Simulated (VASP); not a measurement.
Calculation: PBE GGA, VASP's PBE PAW potentials (set 64) (plane waves; VASP).

VASP input:

### POSCAR
```
Ca
1
    0.0000000000     2.7626331668     2.7626331668
    2.7626331668     0.0000000000     2.7626331668
    2.7626331668     2.7626331668     0.0000000000
Ca
1
Direct
  0.0000000000   0.0000000000   0.0000000000
```

KPOINTS:
```
kpoints
0
G
  10 10 10
```

**INCAR**
```
ISIF = 2   # forces and stress, cell fixed
PREC = Accurate
LCHARG = .False.
EDIFF = 1E-7   # SCF stop (eV)
NELM = 100
LREAL = .False.   # projection in real space or not
SIGMA = 0.1
GGA = PE   # PBE
SYSTEM = Ca
ISMEAR = 1
ALGO = Normal   # blocked Davidson
LWAVE = .False.
LASPH = .True.
ENCUT = 480
```

POTCAR, in this order: Ca_sv (PBE.64 set). Program: vasp_std.

What does the run give for the energy per atom (σ→0), band gap (on the k-mesh)?

```yaml
energy per atom (σ→0): -1.931 eV/atom
band gap (on the k-mesh): none (metal, semimetal or under 0.01 eV)
```

### OSZICAR
```
...
DAV:   6    -0.193364411169E+01    0.75787E-02   -0.11653E-02  1046   0.137E+00    0.135E+00
DAV:   7    -0.193147363663E+01    0.21705E-02   -0.17017E-02  1057   0.181E+00    0.104E-01
DAV:   8    -0.193106030214E+01    0.41333E-03   -0.21193E-03   997   0.489E-01    0.207E-02
DAV:   9    -0.193107287083E+01   -0.12569E-04   -0.12086E-04  1318   0.895E-02    0.537E-03
DAV:  10    -0.193107325486E+01   -0.38403E-06   -0.72098E-06  1199   0.302E-02    0.107E-03
DAV:  11    -0.193107249000E+01    0.76486E-06   -0.35553E-07  1367   0.656E-03    0.543E-04
DAV:  12    -0.193107240043E+01    0.89566E-07   -0.26301E-08   604   0.129E-03
   1 F= -.19310724E+01 E0= -.19311189E+01  d E =0.139571E-03
```

The compound is Ca in the fcc structure. It was relaxed first.
